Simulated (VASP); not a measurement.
Data:

```xyz
2
Lattice="1.8054 -3.1270 0.0000 1.8054 3.1270 0.0000 0.0000 0.0000 5.6610" Properties=species:S:1:pos:R:3 pbc="T T T"
Tm     1.8054     1.0424     1.4152
Tm     1.8054    -1.0424     4.2457
```

Calculation: PBE GGA, VASP's PBE PAW potentials (set 64) (plane waves; VASP). Run with 400 eV cut-off, 11×11×6 Γ-centred mesh, first-order Methfessel-Paxton smearing of 0.10 eV, potentials Tm_3.

The 4f electrons are frozen in the core of the lanthanide potential, so 4f levels, which can set the real gap, and their magnetism are missing.

Problem. Give the stress tensor in GPa (positive for a compressed cell).

Solution. 
```
-2.04   0.00   0.00
 0.00  -2.04   0.00
 0.00   0.00  -2.52
```
The pressure is its mean diagonal, -2.20 GPa.

The compound is Tm in the hcp structure. The cell was not relaxed at this level.
